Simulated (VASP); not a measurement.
Computed with PBEsol GGA, VASP's PBE PAW potentials (set 64) (plane waves; VASP).

VASP input:

POSCAR:
```
HgMg3Te4
1.0
  0.0025691517   6.4700956482   6.4602683431
  6.4700956482   0.0025691517   6.4602683431
  3.2363323999   3.2363323999   0.0000000000
Mg Te Hg
3 4 1
Cartesian
  3.2363324002   3.2363324002   0.0088338226
  3.2250865886   0.0112458113   3.2299245249
  0.0112458113   3.2250865886   3.2299245249
  1.6181662000   1.6181662000   1.6146088938
  4.8734104727   1.5992543272   4.8245047922
  1.5992543272   4.8734104727   4.8245047922
  4.8544985999   4.8544985999   8.1102195704
  3.2363323999   3.2363323999   6.4588207959
```

INCAR:
```
ALGO  =  Normal
EDIFF  =  1E-6
EDIFFG  =  -0.02
ENCUT  =  400
GGA  =  PS
IBRION  =  2
ISIF  =  3
ISMEAR  =  0
LASPH  =  .True.
LCHARG  =  .False.
LMAXMIX  =  6
LREAL  =  .False.
LWAVE  =  .False.
NELM  =  100
NSW  =  60
PREC  =  Accurate
SIGMA  =  0.05
SYSTEM  =  HgMg3Te4
```

### KPOINTS
```
Automatic mesh
0
Gamma
3 3 6
0 0 0
```

POTCAR, in this order: Mg Te Hg (PBE.64 set). Program: vasp_std.

The run wrote:

OSZICAR:
```
       N       E                     dE             d eps       ncg     rms          rms(c)
DAV:   1     0.187978217458E+03    0.18798E+03   -0.13519E+04   832   0.104E+03
DAV:   2    -0.125502324589E+02   -0.20053E+03   -0.19648E+03  1052   0.201E+02
DAV:   3    -0.256686471650E+02   -0.13118E+02   -0.13087E+02  1014   0.563E+01
DAV:   4    -0.259077545403E+02   -0.23911E+00   -0.23899E+00  1116   0.764E+00
DAV:   5    -0.259110270760E+02   -0.32725E-02   -0.32724E-02  1034   0.953E-01    0.809E+00
DAV:   6    -0.250642534486E+02    0.84677E+00   -0.17529E+00   906   0.112E+01    0.637E+00
DAV:   7    -0.249758677795E+02    0.88386E-01   -0.92598E-01   982   0.428E+00    0.300E+00
DAV:   8    -0.249747769961E+02    0.10908E-02   -0.65078E-02   968   0.216E+00    0.104E+00
DAV:   9    -0.249757474209E+02   -0.97042E-03   -0.74167E-03  1012   0.824E-01    0.368E-01
DAV:  10    -0.249756612580E+02    0.86163E-04   -0.30143E-03   920   0.366E-01    0.795E-02
DAV:  11    -0.249757063457E+02   -0.45088E-04   -0.41428E-04  1040   0.120E-01    0.416E-02
DAV:  12    -0.249757249380E+02   -0.18592E-04   -0.70752E-05  1008   0.588E-02    0.178E-02
DAV:  13    -0.249757438883E+02   -0.18950E-04   -0.24898E-05   884   0.328E-02    0.620E-03
DAV:  14    -0.249757444491E+02   -0.56077E-06   -0.22069E-06   966   0.141E-02
   1 F= -.24975744E+02 E0= -.24975744E+02  d E =-.249757E+02
       N       E                     dE             d eps       ncg     rms          rms(c)
DAV:   1    -0.249802724480E+02   -0.45286E-02   -0.93236E-02   898   0.205E+00    0.434E-01
DAV:   2    -0.249768640138E+02    0.34084E-02   -0.93848E-03   862   0.873E-01    0.138E-01
DAV:   3    -0.249764369927E+02    0.42702E-03   -0.16301E-03   982   0.221E-01    0.142E-01
DAV:   4    -0.249763721642E+02    0.64828E-04   -0.19609E-04   882   0.106E-01    0.238E-02
DAV:   5    -0.249763499273E+02    0.22237E-04   -0.10361E-04   904   0.830E-02    0.220E-02
DAV:   6    -0.249763503773E+02   -0.45006E-06   -0.70164E-06   990   0.157E-02
   2 F= -.24976350E+02 E0= -.24976350E+02  d E =-.605928E-03
       N       E                     dE             d eps       ncg     rms          rms(c)
DAV:   1    -0.249763639531E+02   -0.14026E-04   -0.31565E-04   912   0.117E-01    0.246E-02
DAV:   2    -0.249763516512E+02    0.12302E-04   -0.32396E-05   864   0.508E-02    0.885E-03
DAV:   3    -0.249763503326E+02    0.13186E-05   -0.55510E-06   922   0.127E-02    0.896E-03
DAV:   4    -0.249763504887E+02   -0.15610E-06   -0.71349E-07   434   0.638E-03
   3 F= -.24976350E+02 E0= -.24976350E+02  d E =-.606040E-03
       N       E                     dE             d eps       ncg     rms          rms(c)
DAV:   1    -0.249765022272E+02   -0.15189E-03   -0.58731E-03   834   0.375E-01    0.368E-02
DAV:   2    -0.249764846390E+02    0.17588E-04   -0.93607E-05  1044   0.638E-02    0.150E-02
DAV:   3    -0.249764775537E+02    0.70853E-05   -0.10956E-05  1062   0.186E-02    0.961E-03
DAV:   4    -0.249764751342E+02    0.24194E-05   -0.32663E-06   914   0.104E-02    0.204E-03
DAV:   5    -0.249764749986E+02    0.13566E-06   -0.75549E-07   482   0.501E-03
   4 F= -.24976475E+02 E0= -.24976475E+02  d E =-.124510E-03
```

File OUTCAR:
```
------------------------ aborting loop because EDIFF is reached ----------------------------------------
  FORCE on cell =-STRESS in cart. coord.  units (eV):
  Direction    XX          YY          ZZ          XY          YZ          ZX
  --------------------------------------------------------------------------------------
  Total        0.0466230      0.0466230      0.0057543      0.0140037      0.0000000      0.0000000
  in kB        0.2773575      0.2773575      0.0342319      0.0833070      0.0000000      0.0000000
  external PRESSURE =       0.1963157 kB  Pullay stress =       0.0000000 kB
  volume of cell :      269.32
      direct lattice vectors                 reciprocal lattice vectors
     0.006196581  6.462787114  6.448092281    -0.077440252  0.077440252  0.077542315
     6.462787114  0.006196581  6.448092281     0.077440252 -0.077440252  0.077542315
     3.234491848  3.234491848 -0.000000000     0.154583787  0.154583787 -0.155084629
 POSITION                                       TOTAL-FORCE (eV/Angst)
 -----------------------------------------------------------------------------------
      3.23449      3.23449      0.01092         0.000000      0.000000      0.012207
      6.45391      3.24956      3.22462        -0.011408      0.011408      0.007142
      3.24956      6.45391      3.22462         0.011408     -0.011408      0.007142
      1.61725      1.61725      1.60934        -0.000000     -0.000000     -0.017263
      4.86882      1.60016      4.81568         0.003204     -0.003204     -0.003065
      1.60016      4.86882      4.81568        -0.003204      0.003204     -0.003065
      4.85174      4.85174      8.09470         0.000000      0.000000      0.002024
      3.23449      3.23449      6.44491        -0.000000     -0.000000     -0.005123
 -----------------------------------------------------------------------------------
    total drift:                               -0.000000     -0.000000     -0.000060
  FREE ENERGIE OF THE ION-ELECTRON SYSTEM (eV)
  ---------------------------------------------------
  free  energy   TOTEN  =       -24.9764749986 eV

  energy  without entropy=      -24.9764749986  energy(sigma->0) =      -24.97647500

 reached required accuracy - stopping structural energy minimisation
```
(Selected blocks of OUTCAR.)

File CONTCAR:
```
HgMg3Te4
   1.00000000000000
     0.0061965813021322    6.4627871142558648    6.4480922806236336
     6.4627871142558648    0.0061965813021322    6.4480922806236336
     3.2344918477291209    3.2344918477291209   -0.0000000000000944
  Mg              Te              Hg
     3     4     1
Direct
     0.0008467448879701    0.0008467448879701    0.9983065103240544
     0.0018989250395656    0.4981898330764319    0.9999112418840026
     0.4981898330764319    0.0018989250395656    0.9999112418840026
     0.1247916014078672    0.1247916014078672    0.2504167971842727
     0.1202927470823065    0.6265450433407228    0.2531622095769706
     0.6265450433407228    0.1202927470823065    0.2531622095769706
     0.6276820733439895    0.6276820733439895    0.2446358533120281
     0.4997530319211481    0.4997530319211481    0.0004939361577038
```

**OUTCAR**
```
 val. band max:        2.2078393068   @ k =   0.0000   0.0000   0.0000

 cond. band min:       3.1088504536   @ k =   0.0000   0.0000   0.0000


 Fermi energy:         2.4556314318

 k-point     1 :       0.0000    0.0000    0.0000
  band No.  band energies     occupation
      1      -8.6100      2.00000
      2      -8.0313      2.00000
      3      -7.9804      2.00000
      4      -7.7437      2.00000
      5      -4.2322      2.00000
      6      -4.0333      2.00000
      7      -3.9986      2.00000
      8      -3.9166      2.00000
      9      -3.8934      2.00000
     10      -2.3406      2.00000
     11      -1.4664      2.00000
     12      -1.2850      2.00000
     13       0.5853      2.00000
     14       0.6020      2.00000
     15       1.4049      2.00000
     16       1.4101      2.00000
     17       1.4791      2.00000
     18       1.5001      2.00000
     19       2.1233      2.00000
     20       2.1251      2.00000
     21       2.2078      2.00000
     22       3.1089      0.00000
     23       4.4830      0.00000
     24       4.7708      0.00000
     25       5.0543      0.00000
     26       5.3508      0.00000

 k-point     2 :       0.3333    0.0000    0.0000
  band No.  band energies     occupation
      1      -8.4926      2.00000
      2      -8.1533      2.00000
      3      -7.9709      2.00000
      4      -7.7915      2.00000
      5      -4.2330      2.00000
      6      -4.0832      2.00000
      7      -4.0152      2.00000
      8      -3.9294      2.00000
      9      -3.8938      2.00000
     10      -2.0511      2.00000
     11      -1.1243      2.00000
     12      -0.8840      2.00000
     13       0.2538      2.00000
     14       0.6656      2.00000
     15       0.7677      2.00000
     16       0.8146      2.00000
     17       1.1967      2.00000
     18       1.5239      2.00000
     19       1.5342      2.00000
     20       2.0147      2.00000
     21       2.0722      2.00000
     22       3.9631      0.00000
...
```

Unless said otherwise, spin-orbit coupling is left out, though it shifts the bands of the heavy elements here.

The structure was generated: HgMg3Te4 was put into an ordered model structure (Amm2), which need not be its known phase. This run relaxes it. Symmetry was kept, so distortions that lower it aren't found. The start is the result of an earlier pass.
